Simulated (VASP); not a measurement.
Energy against volume of GaAs (zinc blende). Method: optB88-vdW, VASP's PBE PAW potentials (set 64) (plane waves; VASP). Run with 520 eV cut-off, 11×11×11 Γ-centred mesh, first-order Methfessel-Paxton smearing of 0.10 eV, potentials Ga_d As.

```tsv
V (Å³/atom)	E (eV/atom)
22.964	-1.59584
23.674	-1.60008
24.384	-1.59627
25.094	-1.58563
```

Q: Fit these four points and predict the energy of the run at 22.253 Å³/atom.

A: A cubic in V^(−2/3), the third-order Birch-Murnaghan form, passes through the four points with V0 = 23.67 Å³/atom and B0 = 60 GPa, and gives -1.5821 eV/atom there. The run gave -1.5819 eV/atom, +0.2 meV/atom from the fit; all five points give B0 = 61 GPa.

The compound is GaAs in the zinc blende structure. It was relaxed first.
